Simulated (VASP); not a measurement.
Crystal: TbO.

```
Tb O
1.0
     2.78384    0.00000    0.00000
     0.00000    2.78384    0.00000
     0.00000    0.00000    2.78384
Tb O
1 1
Direct
  0.00000 0.00000 0.00000
  0.50000 0.50000 0.50000
```

The cell comes from a database or a generator and needn't be the stable form of this composition.

Base run:

```yaml
Program: VASP 6.6.1
Functional: r2SCAN
Potentials_or_basis: VASP PAW PBE potentials, release 64 (Tb, O)
Cutoff: 520 eV
k_mesh: 7 × 7 × 7
Occupations: gaussian, width 0.05 eV
Spin: no spin polarisation
Hubbard_terms: Tb f U = 3 eV
```

Its results: band gap on the k mesh none (metal or under the smearing width); pressure 38.5 GPa.

Problem. The run is repeated on the same cell with these changes: spin from no spin polarisation to collinear spin, random start; hubbard terms from Tb f U = 3 eV to none. What comes out?

Solution. Band gap on the k mesh none (metal or under the smearing width); pressure 42.5 GPa; net moment 6.20 μB per cell; site moments Tb +5.93; O +0.01 μB.

Several settings changed at once, so the effect can't be laid on one alone.

Caveats: a pressure of tens of GPa on the cell as given is suspect, and the run, the potentials or the cell itself is likely at fault; the PAW data sets were made with another functional, which shifts forces and pressure a little; an odd number of electrons without spin polarisation forces a metal (some runs); a magnetic or distorted state may lie lower (some runs); U without spin polarisation on a metal has little footing (some runs); the magnetic or orbital state may not be the lowest (some runs); spin-orbit coupling is left out, which moves the levels of the heavy elements (some runs).
